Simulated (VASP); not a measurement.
Computed with r2SCAN meta-GGA, VASP's PBE PAW potentials (set 64) (plane waves; VASP).

A VASP calculation is set up with these files.

**KPOINTS**
```
Automatic
0
G
  10 10 10
0 0 0
```

INCAR:
```
! general
SYSTEM  = ZrGe
PREC    = Accurate
ENCUT   = 400   ! plane-wave cut-off (eV)
LREAL   = .FALSE.
LASPH   = .TRUE.

! electronic loop
EDIFF   = 1E-6   ! SCF stop (eV)
NELM    = 100
ALGO    = Normal   ! blocked Davidson
LMAXMIX = 4
LMIXTAU = .TRUE.

! smearing
ISMEAR  = 1
SIGMA   = 0.1

! functional
METAGGA = R2SCAN

! ions
IBRION  = 2
NSW     = 60   ! most ionic steps
ISIF    = 3   ! ions, shape and volume
EDIFFG  = -0.01   ! ionic stop

! output
LWAVE   = .FALSE.
LCHARG  = .FALSE.
```

**POSCAR**
```
ZrGe
1
    0.0000000000     2.7345072960     2.7345072960
    2.7345072960     0.0000000000     2.7345072960
    2.7345072960     2.7345072960     0.0000000000
Ge Zr
1 1
Direct
  0.0000000000   0.0000000000   0.0000000000
  0.5000000000   0.5000000000   0.5000000000
```

POTCAR, in this order: Ge_d Zr_sv (PBE.64 set). Program: vasp_std.

Output of the run:

OUTCAR:
```
 ion  position               nearest neighbor table
   1  0.000  0.000  0.000-   2 2.73   2 2.73   2 2.73   2 2.73   2 2.73   2 2.73
   2  0.500  0.500  0.500-   1 2.73   1 2.73   1 2.73   1 2.73   1 2.73   1 2.73
  LATTYP: Found a face centered cubic cell.
 ALAT       =     5.4690145920
 Subroutine PRICEL returns:
 Original cell was already a primitive cell.
 Subroutine GETGRP returns: Found 48 space group operations
The static configuration has the point symmetry O_h .
The dynamic configuration has the point symmetry O_h .
 Subroutine INISYM returns: Found 48 space group operations
 Subroutine IBZKPT returns following result:
 Found     47 irreducible k-points:

 Following reciprocal coordinates:
            Coordinates               Weight
  0.000000  0.000000  0.000000      1.000000
  0.100000  0.000000  0.000000      8.000000
  0.200000  0.000000  0.000000      8.000000
  0.300000  0.000000  0.000000      8.000000
  0.400000  0.000000  0.000000      8.000000
  0.500000  0.000000  0.000000      4.000000
  0.100000  0.100000  0.000000      6.000000
  0.200000  0.100000  0.000000     24.000000
  0.300000  0.100000  0.000000     24.000000
...
```

OSZICAR:
```
       N       E                     dE             d eps       ncg     rms          rms(c)
DAV:   1     0.170164953296E+03    0.17016E+03   -0.12818E+04  1652   0.298E+03
DAV:   2    -0.237285449517E+02   -0.19389E+03   -0.19129E+03  1622   0.530E+02
DAV:   3    -0.452432467270E+02   -0.21515E+02   -0.21300E+02  2695   0.135E+02
DAV:   4    -0.463668032381E+02   -0.11236E+01   -0.11143E+01  2121   0.240E+01
DAV:   5    -0.463975892861E+02   -0.30786E-01   -0.30770E-01  2464   0.344E+00    0.150E+01
DAV:   6    -0.377361118869E+02    0.86615E+01   -0.61102E+00  2538   0.446E+01    0.375E+00
DAV:   7    -0.386365106123E+02   -0.90040E+00   -0.96760E-01  1772   0.931E+00    0.113E+00
DAV:   8    -0.382172020008E+02    0.41931E+00   -0.10573E+00  2051   0.821E+00    0.128E+00
DAV:   9    -0.383137890917E+02   -0.96587E-01   -0.44415E-01  1713   0.513E+00    0.491E-01
DAV:  10    -0.381787040446E+02    0.13509E+00   -0.80710E-02  1685   0.231E+00    0.287E-01
DAV:  11    -0.383030447280E+02   -0.12434E+00   -0.42697E-02  1623   0.163E+00    0.200E-01
DAV:  12    -0.383344510277E+02   -0.31406E-01   -0.56490E-02  1685   0.158E+00    0.711E-02
DAV:  13    -0.383321010277E+02    0.23500E-02   -0.29357E-03  2499   0.349E-01    0.674E-02
DAV:  14    -0.383316960885E+02    0.40494E-03   -0.11489E-04  2111   0.850E-02    0.606E-02
DAV:  15    -0.383369602344E+02   -0.52641E-02   -0.37629E-03  1777   0.441E-01    0.102E-01
DAV:  16    -0.383369032547E+02    0.56980E-04   -0.41309E-04  2063   0.158E-01    0.845E-02
DAV:  17    -0.383369974443E+02   -0.94190E-04   -0.11084E-04  1731   0.102E-01    0.355E-02
DAV:  18    -0.383370859230E+02   -0.88479E-04   -0.11669E-04  1982   0.619E-02    0.161E-02
DAV:  19    -0.383371044333E+02   -0.18510E-04   -0.20429E-05  1517   0.249E-02    0.128E-02
DAV:  20    -0.383371197100E+02   -0.15277E-04   -0.20040E-05  1266   0.248E-02    0.909E-03
DAV:  21    -0.383371533529E+02   -0.33643E-04   -0.23340E-05  1667   0.294E-02    0.653E-03
DAV:  22    -0.383371321249E+02    0.21228E-04   -0.72803E-07  1179   0.720E-03    0.371E-03
DAV:  23    -0.383371533608E+02   -0.21236E-04   -0.22042E-06  1213   0.878E-03    0.472E-04
DAV:  24    -0.383371443009E+02    0.90599E-05   -0.86641E-08   812   0.294E-03    0.725E-04
DAV:  25    -0.383371445275E+02   -0.22652E-06   -0.15426E-08   810   0.112E-03
   1 F= -.38337145E+02 E0= -.38337233E+02  d E =-.383371E+02
       N       E                     dE             d eps       ncg     rms          rms(c)
DAV:   1    -0.383390452066E+02   -0.19009E-02   -0.44060E-02  2018   0.317E+00    0.337E-01
DAV:   2    -0.383375222591E+02    0.15229E-02   -0.36987E-03  2013   0.856E-01    0.140E-01
DAV:   3    -0.383371855334E+02    0.33673E-03   -0.14809E-03  2487   0.431E-01    0.702E-02
DAV:   4    -0.383371404500E+02    0.45083E-04   -0.74815E-05  1762   0.726E-02    0.423E-02
DAV:   5    -0.383371596909E+02   -0.19241E-04   -0.80527E-05  2818   0.699E-02    0.119E-02
DAV:   6    -0.383370669224E+02    0.92769E-04   -0.10617E-04  1965   0.728E-02    0.105E-02
DAV:   7    -0.383371492928E+02   -0.82370E-04   -0.50006E-05  2236   0.542E-02    0.158E-03
DAV:   8    -0.383371388704E+02    0.10422E-04   -0.17215E-06  1284   0.111E-02    0.114E-03
DAV:   9    -0.383371420213E+02   -0.31508E-05   -0.30930E-07   820   0.529E-03    0.595E-04
DAV:  10    -0.383371402920E+02    0.17293E-05   -0.47239E-08   808   0.192E-03    0.303E-04
DAV:  11    -0.383371403835E+02   -0.91526E-07   -0.18338E-08   808   0.948E-04
   2 F= -.38337140E+02 E0= -.38337220E+02  d E =0.414397E-05
       N       E                     dE             d eps       ncg     rms          rms(c)
DAV:   1    -0.383376572777E+02   -0.51699E-03   -0.11168E-02  2017   0.160E+00    0.169E-01
DAV:   2    -0.383372870537E+02    0.37022E-03   -0.93763E-04  2012   0.429E-01    0.703E-02
DAV:   3    -0.383371592785E+02    0.12778E-03   -0.37426E-04  2599   0.218E-01    0.350E-02
DAV:   4    -0.383371798794E+02   -0.20601E-04   -0.18872E-05  1656   0.362E-02    0.211E-02
DAV:   5    -0.383371523748E+02    0.27505E-04   -0.21005E-05  2631   0.358E-02    0.589E-03
DAV:   6    -0.383371878579E+02   -0.35483E-04   -0.27546E-05  1955   0.370E-02    0.539E-03
DAV:   7    -0.383371655960E+02    0.22262E-04   -0.11989E-05  1620   0.271E-02    0.733E-04
DAV:   8    -0.383371725972E+02   -0.70012E-05   -0.46828E-07   815   0.593E-03    0.524E-04
DAV:   9    -0.383371707430E+02    0.18542E-05   -0.11135E-07   808   0.337E-03    0.375E-04
DAV:  10    -0.383371722676E+02   -0.15245E-05   -0.25118E-08   806   0.141E-03    0.177E-04
DAV:  11    -0.383371717670E+02    0.50057E-06   -0.10705E-08   806   0.898E-04
   3 F= -.38337172E+02 E0= -.38337256E+02  d E =-.272395E-04
```

File OUTCAR:
```
------------------------ aborting loop because EDIFF is reached ----------------------------------------
  FORCE on cell =-STRESS in cart. coord.  units (eV):
  Direction    XX          YY          ZZ          XY          YZ          ZX
  --------------------------------------------------------------------------------------
  Total        0.0030964      0.0030964      0.0030964      0.0000000      0.0000000      0.0000000
  in kB        0.1214826      0.1214826      0.1214826      0.0000000      0.0000000      0.0000000
  external PRESSURE =       0.1214826 kB  Pullay stress =       0.0000000 kB
  volume of cell :       40.84
      direct lattice vectors                 reciprocal lattice vectors
     0.000000000  2.733205962  2.733205962    -0.182935354  0.182935354  0.182935354
     2.733205962 -0.000000000  2.733205962     0.182935354 -0.182935354  0.182935354
     2.733205962  2.733205962  0.000000000     0.182935354  0.182935354 -0.182935354
 POSITION                                       TOTAL-FORCE (eV/Angst)
 -----------------------------------------------------------------------------------
      0.00000      0.00000      0.00000        -0.000000     -0.000000      0.000000
      2.73321      2.73321      2.73321         0.000000      0.000000      0.000000
 -----------------------------------------------------------------------------------
    total drift:                                0.000000      0.000000      0.000000
  FREE ENERGIE OF THE ION-ELECTRON SYSTEM (eV)
  ---------------------------------------------------
  free  energy   TOTEN  =       -38.3371717670 eV

  energy  without entropy=      -38.3374254137  energy(sigma->0) =      -38.33725632

 reached required accuracy - stopping structural energy minimisation
```
(Selected blocks of OUTCAR.)

### CONTCAR
```
ZrGe
   1.00000000000000
     0.0000000000000000    2.7332059619814011    2.7332059619814011
     2.7332059619814011   -0.0000000000000000    2.7332059619814011
     2.7332059619814011    2.7332059619814011    0.0000000000000000
  Ge              Zr
     1     1
Direct
     0.0000000000000000    0.0000000000000000    0.0000000000000000
     0.5000000000000000    0.5000000000000000    0.5000000000000000
```

The structure was generated: ZrGe was put into the rocksalt type (Fm-3m), which need not be its known phase. This run relaxes it. Symmetry was kept, so distortions that lower it aren't found. The start is the result of an earlier pass.
